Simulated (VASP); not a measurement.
RbW2:

```
Rb W
1.0
     4.04600    0.00000    0.00000
    -2.02300    3.50394    0.00000
     0.00000    0.00000    8.56378
Rb W
1 2
Cartesian
  0.0000 0.0000 4.2819
  0.0000 2.3360 7.4511
  2.0230 1.1680 1.1127
```

The cell was built by a generator and needn't be a form met in nature.

```yaml
Program: VASP 6.6.1
Task: relaxation of cell and atoms
Functional: PBE
Potentials_or_basis: VASP PAW PBE potentials, release 64 (Rb_sv, W_sv)
Cutoff: 600 eV
k_mesh: 6 × 6 × 2
Occupations: gaussian, width 0.1 eV
Spin: no spin polarisation
```

At the start: pressure -16.6 GPa; volume 40.47 Å³/atom.

Question: How do energy, volume and symmetry change on relaxing?

Answer: Over 18 steps the energy falls by 2230.3 meV/atom and the volume is 24.87 Å³/atom (-38.6 %); space group P-3m1 (No. 164, to 0.05 Å).

Step by step:
```tsv
step	energy change (eV)	largest force (eV/Å)	pressure (GPa)	volume (Å³)
1	0.0000	5.6840	-16.65	121.41
2	-4.6388	8.1745	35.26	61.50
3	-6.0954	1.8969	-2.44	74.73
4	-6.1312	1.1745	0.22	73.09
5	-6.1338	0.7823	1.67	72.29
6	-6.4281	1.4590	5.81	72.46
7	-6.4379	2.4360	7.91	72.42
8	-6.5686	1.9548	5.08	74.10
9	-6.6617	0.3278	-0.74	77.98
10	-6.6686	0.6513	0.31	77.20
11	-6.6686	0.6898	0.44	77.11
12	-6.6755	0.5202	0.08	76.96
13	-6.6831	0.0863	-0.86	76.58
14	-6.6857	0.1028	-0.59	76.13
15	-6.6892	0.1535	0.34	74.79
16	-6.6904	0.0470	-0.11	74.72
17	-6.6904	0.0532	-0.14	74.72
18	-6.6908	0.0299	0.00	74.60
```

Final structure:
```cif
data_structure
_symmetry_space_group_name_H-M 'P 1'
_symmetry_Int_Tables_number 1
_cell_length_a 3.2181
_cell_length_b 3.2181
_cell_length_c 8.3181
_cell_angle_alpha 90.000
_cell_angle_beta 90.000
_cell_angle_gamma 120.000
_cell_volume 74.60
loop_
_atom_site_label
_atom_site_type_symbol
_atom_site_fract_x
_atom_site_fract_y
_atom_site_fract_z
_atom_site_occupancy
Rb1 Rb 0.00000 0.00000 0.50000 1
W1 W 0.33333 0.66667 0.89828 1
W2 W 0.66667 0.33333 0.10172 1
```

Caveat: the k mesh is coarse (spacing up to 0.37 Å⁻¹), so the values aren't converged; the volume moved by over 15 % at a fixed basis, so the end points are rough.
